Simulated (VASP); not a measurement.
```
CELL_PARAMETERS angstrom
      3.20002     0.00000     0.00000
     -1.60001     2.77130     0.00000
      0.00000     0.00000    16.41324
ATOMIC_POSITIONS crystal
  Mo 0.33333 0.66667 0.10906
  Mo 0.66667 0.33333 0.49280
  Se 0.33333 0.66667 0.59582
  Se 0.33333 0.66667 0.38966
  S  0.66667 0.33333 0.01534
  S  0.66667 0.33333 0.20292
```

The numbers are results of PBEsol GGA, VASP's PBE PAW potentials (set 64) (plane waves; VASP), not measurements. Run with 400 eV cut-off, 9×9×2 Γ-centred mesh, tetrahedra with Blöchl corrections, potentials Mo_sv Se S.

The cell holds a wide vacuum, so values per volume refer to the whole cell.

Q: What does the run give for the energy per atom (σ→0), band gap (on the k-mesh) with the smallest direct gap where there is one?

A: 
- band gap (on the k-mesh): 0.92 eV
- smallest direct gap (on the k-mesh): 0.92 eV
- energy per atom (σ→0): -7.495 eV/atom

Only differences to runs with the same potentials and settings are physical.

The cell is a sheet with vacuum, built from a database entry that may be metastable or hypothetical.
